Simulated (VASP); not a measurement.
# A VASP study of Hf2Sc (SCAN): structure first, properties next, part 2 of 4

What structure does Hf2Sc take at this level, and what are its properties? The cell is invented: it takes the structure of COD entry 4344350, LuSi2 (space group 191 there), with all of its atoms replaced by other elements, volume scaled by an estimate. It may not be a known or stable phase. Left out of this account: at least 1 further run (phonons: its modes failed a check).

VASP 6.6.1; SCAN; plane waves and PAW (Hf_pv, Sc_sv); invented cell.

Still holding for the runs below: This run has no spin polarisation. Its electron count is odd, so without a moment it is a metal by construction.

So far. Step 2 (Full relaxation (SCAN)): It ends with forces that vanish by symmetry and a pressure of -0.03 GPa.

### 3. Second relaxation

A relaxation keeps the plane waves of the cell it began with, so it is repeated from the new cell, on a basis made for it. The mesh changes with the cell too.

INCAR

```
SYSTEM = Hf2Sc
PREC = Accurate
ENCUT = 400
EDIFF = 1E-06
NELM = 100
ISMEAR = 1
SIGMA = 0.2
LREAL = .FALSE.
ALGO = Normal
METAGGA = SCAN
LASPH = .TRUE.
NBANDS = 21
LORBIT = 11
LWAVE = .FALSE.
LCHARG = .FALSE.
IBRION = 2
NSW = 60
ISIF = 3
EDIFFG = -0.01
```

POSCAR

```
Hf2Sc
1.0
    4.8547327037      0.0000000000      0.0000000000
   -2.4273663519      4.2043214886      0.0000000000
    0.0000000000      0.0000000000      3.1267874198
Hf Sc
2 1
Direct
    0.3333333300      0.6666666700      0.5000000000
    0.6666666700      0.3333333300      0.5000000000
    0.0000000000      0.0000000000      0.0000000000
```

KPOINTS

```
Automatic mesh
0
Gamma
6 6 9
0 0 0
```

The projector-augmented-wave data sets are Hf_pv and Sc_sv (PBE family, release 64).

Command:

```sh
> mpirun -np 1 vasp_std
```

The log of the run:

```text
[banner, memory and clock lines left out]
running    1 mpi-ranks, on    1 nodes
 distrk:  each k-point on    1 cores,    1 groups
 distr:  one band on    1 cores,    1 groups

 POSCAR found type information on POSCAR HfSc
 POSCAR found :  2 types and       3 ions
 [... a notice as in an earlier step ...]

 LDA part: xc-table for (None), standard interpolation
 POSCAR, INCAR and KPOINTS ok, starting setup
 FFT: planning ... GRIDC
 FFT: planning ... GRID_SOFT
 FFT: planning ... GRID
 WAVECAR not read
 entering main loop
       N       E                     dE             d eps       ncg     rms          rms(c)
DAV:   1     0.880298321366E+02    0.88030E+02   -0.13627E+04  1510   0.123E+03
DAV:   2    -0.132677293869E+03   -0.22071E+03   -0.21500E+03  1475   0.444E+02
DAV:   3    -0.148518001081E+03   -0.15841E+02   -0.14319E+02  2428   0.875E+01
DAV:   4    -0.149204156544E+03   -0.68616E+00   -0.64785E+00  2137   0.145E+01
DAV:   5    -0.149225534515E+03   -0.21378E-01   -0.21102E-01  2015   0.236E+00    0.602E+01
DAV:   6    -0.139831423217E+03    0.93941E+01   -0.57596E+00  2156   0.254E+01    0.320E+01
DAV:   7    -0.139670189040E+03    0.16123E+00   -0.28541E+00  2436   0.128E+01    0.940E+00
DAV:   8    -0.139434172441E+03    0.23602E+00   -0.92003E-01  2308   0.797E+00    0.311E+00
DAV:   9    -0.139438120801E+03   -0.39484E-02   -0.65191E-02  2197   0.261E+00    0.133E+00
DAV:  10    -0.139436710342E+03    0.14105E-02   -0.87769E-03  2208   0.707E-01    0.176E-01
DAV:  11    -0.139436986722E+03   -0.27638E-03   -0.85415E-04  1825   0.262E-01    0.124E-01
DAV:  12    -0.139437007082E+03   -0.20361E-04   -0.98425E-05  2003   0.760E-02    0.309E-02
DAV:  13    -0.139437063604E+03   -0.56522E-04   -0.33921E-05  2114   0.508E-02    0.141E-02
DAV:  14    -0.139437052081E+03    0.11523E-04   -0.34818E-06  1620   0.180E-02    0.392E-03
DAV:  15    -0.139437051515E+03    0.56642E-06   -0.27450E-07  1105   0.644E-03
   1 F= -.13943705E+03 E0= -.13943652E+03  d E =-.139437E+03
 curvature:   0.00 expect dE= 0.000E+00 dE for cont linesearch  0.000E+00
 trial: gam= 0.00000 g(F)=  0.614E-43 g(S)=  0.343E-01 ort = 0.000E+00 (trialstep = 0.100E+01)
 search vector abs. value=  0.343E-01
 bond charge predicted
       N       E                     dE             d eps       ncg     rms          rms(c)
DAV:   1    -0.139651169223E+03   -0.21412E+00   -0.75680E+00  1920   0.328E+01    0.481E+00
DAV:   2    -0.139498470630E+03    0.15270E+00   -0.56346E-01  2203   0.866E+00    0.148E+00
DAV:   3    -0.139459976301E+03    0.38494E-01   -0.10152E-01  2309   0.208E+00    0.108E+00
DAV:   4    -0.139449623282E+03    0.10353E-01   -0.30176E-02  2546   0.182E+00    0.593E-01
DAV:   5    -0.139448141719E+03    0.14816E-02   -0.39922E-03  2105   0.473E-01    0.349E-01
DAV:   6    -0.139447488172E+03    0.65355E-03   -0.80330E-04  2136   0.247E-01    0.635E-02
DAV:   7    -0.139447466486E+03    0.21686E-04   -0.80637E-05  2192   0.593E-02    0.430E-02
DAV:   8    -0.139447460188E+03    0.62982E-05   -0.56371E-06  1558   0.222E-02    0.114E-02
DAV:   9    -0.139447474869E+03   -0.14682E-04   -0.82684E-07  1080   0.115E-02    0.636E-03
DAV:  10    -0.139447470797E+03    0.40727E-05   -0.31259E-07  1020   0.819E-03    0.716E-04
DAV:  11    -0.139447471579E+03   -0.78208E-06   -0.12428E-07   900   0.577E-03
   2 F= -.13944747E+03 E0= -.13944657E+03  d E =-.104201E-01
[...]
3 F= -.13944961E+03 E0= -.13944889E+03  d E =-.125616E-01
[...]
4 F= -.13944958E+03 E0= -.13944888E+03  d E =-.125276E-01
[...]
5 F= -.13944985E+03 E0= -.13944917E+03  d E =-.267543E-03
[...]
6 F= -.13944995E+03 E0= -.13944926E+03  d E =-.370089E-03
 curvature:   0.18 expect dE= 0.222E-04 dE for cont linesearch  0.210E-04
 ZBRENT: interpolating
 opt :   0.7552  next Energy=  -139.449879 (dE=-0.300E-03)
 bond charge predicted
       N       E                     dE             d eps       ncg     rms          rms(c)
DAV:   1    -0.139450270551E+03   -0.32073E-03   -0.15225E-02  1715   0.146E+00    0.191E-01
DAV:   2    -0.139449994592E+03    0.27596E-03   -0.78838E-04  2277   0.365E-01    0.554E-02
DAV:   3    -0.139449913945E+03    0.80646E-04   -0.98843E-05  2017   0.778E-02    0.338E-02
DAV:   4    -0.139449909806E+03    0.41387E-05   -0.32869E-05  2407   0.623E-02    0.251E-02
DAV:   5    -0.139449918580E+03   -0.87735E-05   -0.42702E-06  1858   0.182E-02    0.137E-02
DAV:   6    -0.139449934817E+03   -0.16237E-04   -0.79767E-07   896   0.882E-03    0.173E-03
DAV:   7    -0.139449932127E+03    0.26902E-05   -0.16223E-07   820   0.627E-03    0.995E-04
DAV:   8    -0.139449931962E+03    0.16491E-06   -0.60625E-08   780   0.324E-03
   7 F= -.13944993E+03 E0= -.13944925E+03  d E =-.352893E-03
 curvature:  -0.27 expect dE=-0.906E-07 dE for cont linesearch -0.458E-09
 trial: gam=-0.00388 g(F)=  0.125E-43 g(S)=  0.338E-06 ort = 0.165E-05 (trialstep = 0.897E+00)
 search vector abs. value=  0.349E-06
 reached required accuracy - stopping structural energy minimisation
```

Elapsed: 7.5 min, on 1 MPI rank of Intel Xeon Platinum 8375C at 2.90GHz (Ice Lake), shared host; peak memory 0.18 GiB.

OUTCAR, selected parts (step 3):

```text
  LATTYP: Found a hexagonal cell.
 ALAT       =     4.8547327037
 C/A-ratio  =     0.6440699438

The static configuration has the point symmetry D_6h.

 Found     35 irreducible k-points:

   k-points           NKPTS =     35   k-points in BZ     NKDIM =     35   number of bands    NBANDS=     21

   dimension x,y,z NGX =    32 NGY =   32 NGZ =   20
   dimension x,y,z NGXF=    64 NGYF=   64 NGZF=   40

   ENCUT  =  400.0 eV  29.40 Ry    5.42 a.u.   7.92  7.92  5.10*2*pi/ulx,y,z

   NELECT =      31.0000    total number of electrons

 E-fermi :   4.4158

 k-point     1 :       0.0000    0.0000    0.0000
  band No.  band energies     occupation
    ...
     11      -2.4454      2.00000
     12       2.6514      2.00000
     13       3.9698      2.00709
     14       3.9699      2.00711
     15       4.1164      2.05557
     16       4.5792      0.01164
     17       4.5793      0.01142
     18       6.4305     -0.00000
     19       7.0367     -0.00000
     20       7.0369     -0.00000
    ...

 k-point     2 :       0.1667   -0.0000    0.0000
  band No.  band energies     occupation
    ...
     11      -2.0991      2.00000
     12       2.6407      2.00000
     13       3.0547      2.00000
     14       3.5308      2.00000
     15       3.9136      2.00220
     16       4.9251     -0.00188
     17       5.2304     -0.00000
     18       6.4910     -0.00000
     19       6.6958     -0.00000
     20       6.8852     -0.00000
    ...

  Total       -0.0031854     -0.0031854     -0.0008522      0.0000000     -0.0000000      0.0000000
  in kB       -0.0786046     -0.0786046     -0.0210298      0.0000000     -0.0000000      0.0000000
  external PRESSURE =      -0.0594130 kB  Pullay stress =       0.0000000 kB

  energy-cutoff  :      400.00
  volume of cell :       64.93
      direct lattice vectors                 reciprocal lattice vectors
     4.909527537 -0.000000000 -0.000000000     0.203685587  0.117597939 -0.000000000
    -2.454763768  4.251775194  0.000000000     0.000000000  0.235195878 -0.000000000
     0.000000000  0.000000000  3.110431367     0.000000000 -0.000000000  0.321498815

 POSITION                                       TOTAL-FORCE (eV/Angst)
 -----------------------------------------------------------------------------------
     -0.00000      2.83452      1.55522         0.000000      0.000000     -0.000000
      2.45476      1.41726      1.55522        -0.000000     -0.000000      0.000000
      0.00000      0.00000      0.00000        -0.000000      0.000000      0.000000
 -----------------------------------------------------------------------------------
    total drift:                               -0.000000      0.000000     -0.000000

  FREE ENERGIE OF THE ION-ELECTRON SYSTEM (eV)
  ---------------------------------------------------
  free  energy   TOTEN  =      -139.4499319622 eV

  energy  without entropy=     -139.4478795028  energy(sigma->0) =     -139.44924781

 total charge
# of ion       s       p       d       tot
------------------------------------------
    1        0.359   6.330   1.716   8.405
    2        0.359   6.330   1.716   8.405
    3        2.257   6.169   0.978   9.405
--------------------------------------------------
tot          2.976  18.829   4.410  26.214

[... 2 parts as in an earlier step ...]

[... 7 further parts left out ...]
```

The k-mesh is coarse for a metal.

The steps of the relaxation:

| step | energy less that of the first step (eV) | largest force (eV/Å) | pressure (GPa) | volume (Å³) |
| --- | --- | --- | --- | --- |
| 1 | 0.0000 | 0.0000 | 1.61 | 63.82 |
| 2 | -0.0104 | 0.0000 | -1.14 | 65.80 |
| 3 | -0.0126 | 0.0000 | -0.42 | 65.23 |
| 4 | -0.0125 | 0.0000 | -0.28 | 65.13 |
| 5 | -0.0128 | 0.0000 | 0.06 | 64.88 |
| 6 | -0.0129 | 0.0000 | -0.08 | 64.99 |
| 7 | -0.0129 | 0.0000 | -0.01 | 64.93 |

| conventional cell, symmetrised | before | after | change |
| --- | --- | --- | --- |
| a (Å) | 4.855 | 4.910 | +1.1 % |
| b (Å) | 4.855 | 4.910 | +1.1 % |
| c (Å) | 3.127 | 3.110 | -0.5 % |
| volume (Å³/atom) | 21.27 | 21.64 | +1.7 % |

The relaxed structure:

```xyz
3
Lattice="4.9095 0.0000 0.0000 -2.4548 4.2518 0.0000 0.0000 0.0000 3.1104" Properties=species:S:1:pos:R:3 pbc="T T T"
Hf    0.0000    2.8345    1.5552
Hf    2.4548    1.4173    1.5552
Sc    0.0000    0.0000    0.0000
```

This step gave:

```
irreducible k-points            : 35
free energy (TOTEN)             : -139.4499 eV
energy at zero smearing         : -139.4492 eV
Fermi energy                    : 4.416 eV
pressure                        : -0.005941 GPa
SCF cycles over all ionic steps : 69
```

It ends with forces that vanish by symmetry and a pressure of -0.01 GPa.

### 4. Single point with fields (SCAN)

The relaxed cell gets a fresh self-consistent run, on a basis set for its own volume, to fix the density and to check the remaining stress.

INCAR, as its differences from that of step 3:

```diff
@@ -14,6 +14,5 @@
 LWAVE = .FALSE.
-LCHARG = .FALSE.
-IBRION = 2
-NSW = 60
-ISIF = 3
-EDIFFG = -0.01
+LCHARG = .TRUE.
+ISIF = 2
+LELF = .TRUE.
+LVHAR = .TRUE.
```

POSCAR

```
Hf2Sc
1.0
    4.9095275368      0.0000000000      0.0000000000
   -2.4547637685      4.2517751938      0.0000000000
    0.0000000000      0.0000000000      3.1104313673
Hf Sc
2 1
Direct
    0.3333333300      0.6666666700      0.5000000000
    0.6666666700      0.3333333300      0.5000000000
    0.0000000000      0.0000000000      0.0000000000
```

KPOINTS is that of step 3.

Command:

```sh
> mpirun -np 1 vasp_std
```

The log of the run:

```text
[... set-up lines as in an earlier step ...]
 entering main loop
       N       E                     dE             d eps       ncg     rms          rms(c)
DAV:   1     0.942287815925E+02    0.94229E+02   -0.13602E+04  1478   0.123E+03
DAV:   2    -0.132333012228E+03   -0.22656E+03   -0.22160E+03  1470   0.444E+02
DAV:   3    -0.148392712775E+03   -0.16060E+02   -0.14750E+02  2335   0.888E+01
DAV:   4    -0.149230521914E+03   -0.83781E+00   -0.78537E+00  2221   0.174E+01
DAV:   5    -0.149256276672E+03   -0.25755E-01   -0.25248E-01  2016   0.238E+00    0.599E+01
DAV:   6    -0.139856898853E+03    0.93994E+01   -0.58118E+00  2162   0.253E+01    0.316E+01
DAV:   7    -0.139698003004E+03    0.15890E+00   -0.30125E+00  2420   0.128E+01    0.947E+00
DAV:   8    -0.139446832192E+03    0.25117E+00   -0.98173E-01  2284   0.798E+00    0.313E+00
DAV:   9    -0.139451954603E+03   -0.51224E-02   -0.67260E-02  2195   0.259E+00    0.125E+00
DAV:  10    -0.139450538004E+03    0.14166E-02   -0.92543E-03  2179   0.679E-01    0.161E-01
DAV:  11    -0.139450842698E+03   -0.30469E-03   -0.92775E-04  1822   0.265E-01    0.109E-01
DAV:  12    -0.139450875103E+03   -0.32405E-04   -0.10756E-04  1967   0.774E-02    0.324E-02
DAV:  13    -0.139450933176E+03   -0.58074E-04   -0.40828E-05  2155   0.550E-02    0.132E-02
DAV:  14    -0.139450926712E+03    0.64639E-05   -0.34831E-06  1675   0.180E-02    0.333E-03
DAV:  15    -0.139450925886E+03    0.82675E-06   -0.33027E-07  1095   0.729E-03
   1 F= -.13945093E+03 E0= -.13945024E+03  d E =-.205363E-02
```

Run time: 2.5 min. Hardware: 1 MPI rank; peak memory 0.18 GiB.

OUTCAR, selected parts (step 4):

```text
  LATTYP: Found a hexagonal cell.
 ALAT       =     4.9095275368
 C/A-ratio  =     0.6335500400

The static configuration has the point symmetry D_6h.

 Found     35 irreducible k-points:

   ENCUT  =  400.0 eV  29.40 Ry    5.42 a.u.   8.01  8.01  5.07*2*pi/ulx,y,z

   NELECT =      31.0000    total number of electrons

 E-fermi :   4.4159

 k-point     1 :       0.0000    0.0000    0.0000
  band No.  band energies     occupation
    ...
     11      -2.4455      2.00000
     12       2.6515      2.00000
     13       3.9698      2.00709
     14       3.9699      2.00710
     15       4.1166      2.05563
     16       4.5791      0.01190
     17       4.5792      0.01169
     18       6.4304     -0.00000
     19       7.0368     -0.00000
     20       7.0370     -0.00000
    ...

 k-point     2 :       0.1667    0.0000    0.0000
  band No.  band energies     occupation
    ...
     11      -2.0992      2.00000
     12       2.6408      2.00000
     13       3.0547      2.00000
     14       3.5309      2.00000
     15       3.9135      2.00220
     16       4.9250     -0.00188
     17       5.2305     -0.00000
     18       6.4909     -0.00000
     19       6.6958     -0.00000
     20       6.8851     -0.00000
    ...

  Total       -0.0017448     -0.0017448     -0.0033176      0.0000000      0.0000000     -0.0000000
  in kB       -0.0430546     -0.0430546     -0.0818669      0.0000000      0.0000000     -0.0000000
  external PRESSURE =      -0.0559920 kB  Pullay stress =       0.0000000 kB

  energy-cutoff  :      400.00
  volume of cell :       64.93
      direct lattice vectors                 reciprocal lattice vectors
     4.909527537  0.000000000  0.000000000     0.203685587  0.117597939  0.000000000
    -2.454763768  4.251775194  0.000000000     0.000000000  0.235195878  0.000000000
     0.000000000  0.000000000  3.110431367     0.000000000  0.000000000  0.321498815

 POSITION                                       TOTAL-FORCE (eV/Angst)
 -----------------------------------------------------------------------------------
     -0.00000      2.83452      1.55522         0.000000      0.000000      0.000000
      2.45476      1.41726      1.55522        -0.000000     -0.000000      0.000000
      0.00000      0.00000      0.00000        -0.000000      0.000000      0.000000
 -----------------------------------------------------------------------------------
    total drift:                               -0.000000      0.000000     -0.000000

  FREE ENERGIE OF THE ION-ELECTRON SYSTEM (eV)
  ---------------------------------------------------
  free  energy   TOTEN  =      -139.4509258856 eV

  energy  without entropy=     -139.4488722532  energy(sigma->0) =     -139.45024134

 total charge
# of ion       s       p       d       tot
------------------------------------------
    1        0.359   6.330   1.716   8.405
    2        0.359   6.330   1.716   8.405
    3        2.257   6.169   0.978   9.405
--------------------------------------------------
tot          2.976  18.829   4.409  26.214

[... 4 parts as in an earlier step ...]

[... 6 further parts left out ...]
```

Numbers from this step:

```
SCF cycles              : 15
free energy (TOTEN)     : -139.4509 eV
energy at zero smearing : -139.4502 eV
pressure                : -0.005599 GPa
```

Valence electrons inside each PAW sphere by angular momentum. Sphere charges, by row:

| atom | s (e) | p (e) | d (e) | tot (e) |
| --- | --- | --- | --- | --- |
| Hf1 | 0.359 | 6.33 | 1.716 | 8.405 |
| Hf2 | 0.359 | 6.33 | 1.716 | 8.405 |
| Sc3 | 2.257 | 6.169 | 0.978 | 9.405 |

Electrostatic potential energy in the ab plane at fractional z = 0.500, with atoms of Hf within 0.2 Å of it. With pseudopotentials it is smooth inside the atoms' cores, unlike the true potential.

Ten even steps from '0' (-24 eV) to '9' (2 eV), each cell a mean:
```
99998766799999
99985434689999
99752123689999
98520013699999
86310024788788
75311246765557
75434566432246
87667774200246
99999853000258
99999742002479
99999753235799
99999865568999
89999877789999
```
Columns run along a (4.9 Å; values clipped at the 3rd and 97th percentile), rows up along b (4.9 Å). Atoms in or near the plane, at fractional coordinates: Hf at (0.33, 0.67), Hf at (0.67, 0.33).

Valence density in the ab plane at fractional z = 0.500, with atoms of Hf within 0.2 Å of it. It is the smooth field of the valence electrons, not physical close to the nuclei.

Values in e/Å³, 13 rows by 14 columns, each cell a mean:
```
0.1 0.1 0.2 0.2 0.2 0.3 0.3 0.3 0.3 0.2 0.2 0.2 0.1 0.1
0.1 0.2 0.2 0.3 0.5 0.9 1.0 0.7 0.4 0.2 0.2 0.2 0.1 0.1
0.2 0.2 0.3 0.7 1.8 2.6 2.3 1.2 0.4 0.2 0.2 0.2 0.2 0.2
0.2 0.3 0.7 1.9 3.2 3.4 2.7 1.2 0.4 0.2 0.2 0.2 0.2 0.2
0.2 0.4 1.3 2.8 3.5 3.2 2.0 0.7 0.3 0.2 0.3 0.3 0.3 0.2
0.2 0.5 1.4 2.5 2.7 1.9 0.8 0.3 0.3 0.4 0.7 0.7 0.5 0.3
0.2 0.4 0.8 1.2 1.1 0.6 0.3 0.3 0.7 1.5 2.0 1.7 0.8 0.3
0.2 0.3 0.4 0.4 0.3 0.2 0.3 0.8 2.0 3.1 3.2 2.3 0.9 0.3
0.2 0.2 0.2 0.2 0.2 0.2 0.5 1.6 3.0 3.5 3.1 1.8 0.6 0.2
0.2 0.2 0.2 0.2 0.2 0.3 0.7 1.9 3.0 3.0 2.0 0.8 0.3 0.2
0.2 0.1 0.2 0.2 0.2 0.3 0.6 1.3 1.8 1.4 0.7 0.3 0.2 0.2
0.1 0.1 0.1 0.2 0.2 0.2 0.4 0.5 0.5 0.4 0.2 0.2 0.2 0.1
0.1 0.1 0.1 0.2 0.2 0.2 0.2 0.2 0.2 0.2 0.2 0.2 0.1 0.1
```
Columns run along a (4.9 Å), rows up along b (4.9 Å). Atoms in or near the plane, at fractional coordinates: Hf at (0.33, 0.67), Hf at (0.67, 0.33).

ELF in the ab plane at fractional z = 0.500, with atoms of Hf within 0.2 Å of it. It is the smooth field of the valence electrons, not physical close to the nuclei.

Values, 13 rows by 14 columns, each cell a mean:
```
0.22 0.42 0.60 0.60 0.42 0.25 0.20 0.20 0.27 0.48 0.63 0.57 0.36 0.19
0.48 0.59 0.54 0.37 0.34 0.45 0.48 0.41 0.30 0.42 0.60 0.57 0.44 0.39
0.65 0.55 0.36 0.39 0.44 0.35 0.42 0.47 0.33 0.43 0.63 0.65 0.59 0.60
0.57 0.36 0.38 0.41 0.11 0.04 0.28 0.45 0.31 0.47 0.60 0.58 0.57 0.60
0.36 0.29 0.48 0.28 0.02 0.13 0.44 0.36 0.28 0.40 0.38 0.35 0.35 0.40
0.19 0.29 0.51 0.37 0.27 0.45 0.38 0.20 0.22 0.31 0.38 0.39 0.32 0.23
0.17 0.27 0.44 0.46 0.44 0.33 0.19 0.19 0.36 0.46 0.41 0.49 0.43 0.19
0.30 0.29 0.31 0.32 0.32 0.30 0.23 0.37 0.45 0.17 0.13 0.43 0.44 0.22
0.52 0.50 0.46 0.49 0.51 0.37 0.33 0.46 0.18 0.01 0.13 0.44 0.36 0.36
0.66 0.62 0.62 0.66 0.59 0.34 0.39 0.44 0.21 0.19 0.39 0.40 0.35 0.56
0.54 0.50 0.56 0.63 0.55 0.32 0.38 0.50 0.50 0.48 0.38 0.35 0.53 0.62
0.28 0.30 0.46 0.60 0.56 0.34 0.27 0.31 0.32 0.29 0.38 0.56 0.58 0.44
0.13 0.26 0.49 0.65 0.59 0.38 0.21 0.16 0.23 0.43 0.61 0.64 0.45 0.22
```
Columns run along a (4.9 Å), rows up along b (4.9 Å). Atoms in or near the plane, at fractional coordinates: Hf at (0.33, 0.67), Hf at (0.67, 0.33).

In this run the pressure is -0.01 GPa, small enough to go on; single stress components reach 0.01 GPa.

[end of part 2 of 4]

[Lines on the potential files, build, host, timing and source positions are cut from VASP's logs without a mark.]

[Logs are printed without paths, hosts, clocks, repeated set-up lines and the standing remarks that a program may print on its own settings, such as how far it seeks lower states.]

[Hosts, paths, dates, database ids (printed as entryN), source tags and the programs' standing remarks are cut or masked in the printed files.]

[A measured line is paired with the nearest computed mode of its activity, which favours agreement.]

[In band tables of VASP the shares of atoms and orbitals are scaled to a sum of 1 inside the atoms' spheres.]
